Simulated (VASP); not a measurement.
Data:

```yaml
crystal:
  lattice:
    - [1.80290, -11.01165, 0.00000]
    - [1.80290, 11.01165, 0.00000]
    - [0.00000, 0.00000, 3.82771]
  atoms:
    - { symbol: Si, position: [0.97035, 0.02965, 0.25000] }
    - { symbol: Si, position: [0.02965, 0.97035, 0.75000] }
    - { symbol: Si, position: [0.25015, 0.74985, 0.25000] }
    - { symbol: Si, position: [0.74985, 0.25015, 0.75000] }
    - { symbol: Ba, position: [0.61821, 0.38179, 0.25000] }
    - { symbol: Ba, position: [0.38179, 0.61821, 0.75000] }
```

These are PBEsol GGA, VASP's PBE PAW potentials (set 64) (plane waves; VASP) values and carry that method's errors. Settings: 400 eV cut-off, Gaussian smearing of 0.050 eV, potentials Si Ba_sv.

**Question.** Give the energies of bands 10 to 21 at the high-symmetry points, in eV from the Fermi level.

**Answer.** 
```json
[
 {"band": "10", "Γ": "-9.52", "Y": "-9.90", "C0": "-7.95", "Z": "-7.94", "A0": "-7.34", "T": "-8.17", "S": "-7.66", "R": "-7.34"},
 {"band": "11", "Γ": "-5.16", "Y": "-4.94", "C0": "-7.30", "Z": "-7.88", "A0": "-6.17", "T": "-7.62", "S": "-7.63", "R": "-6.12"},
 {"band": "12", "Γ": "-2.65", "Y": "-3.15", "C0": "-4.04", "Z": "-7.88", "A0": "-6.17", "T": "-7.62", "S": "-4.04", "R": "-6.12"},
 {"band": "13", "Γ": "-2.19", "Y": "-2.14", "C0": "-3.86", "Z": "-2.39", "A0": "-4.35", "T": "-2.66", "S": "-3.83", "R": "-4.41"},
 {"band": "14", "Γ": "-1.94", "Y": "-1.71", "C0": "-1.70", "Z": "-2.39", "A0": "-4.35", "T": "-2.66", "S": "-1.69", "R": "-4.41"},
 {"band": "15", "Γ": "-1.64", "Y": "-1.60", "C0": "-1.24", "Z": "-1.28", "A0": "-2.78", "T": "-0.91", "S": "-1.35", "R": "-2.82"},
 {"band": "16", "Γ": "-1.52", "Y": "-1.36", "C0": "-1.01", "Z": "-1.28", "A0": "-2.78", "T": "-0.91", "S": "-0.98", "R": "-2.82"},
 {"band": "17", "Γ": "-0.72", "Y": "-0.76", "C0": "-0.18", "Z": "0.76", "A0": "-2.15", "T": "0.66", "S": "-0.14", "R": "-2.17"},
 {"band": "18", "Γ": "0.04", "Y": "-0.22", "C0": "0.19", "Z": "0.76", "A0": "-2.15", "T": "0.66", "S": "0.38", "R": "-2.17"},
 {"band": "19", "Γ": "0.10", "Y": "0.12", "C0": "0.47", "Z": "1.32", "A0": "-0.32", "T": "1.46", "S": "0.76", "R": "-0.32"},
 {"band": "20", "Γ": "0.29", "Y": "0.68", "C0": "1.07", "Z": "1.32", "A0": "-0.32", "T": "1.46", "S": "0.79", "R": "-0.32"},
 {"band": "21", "Γ": "0.78", "Y": "0.79", "C0": "1.11", "Z": "1.80", "A0": "1.12", "T": "1.60", "S": "0.92", "R": "1.39"}
]
```

It has no gap at this level: it comes out as a metal or semimetal.

The structure was generated: BaSi2 was put into the C49 type (Cmcm), which need not be its known phase. It was relaxed first.
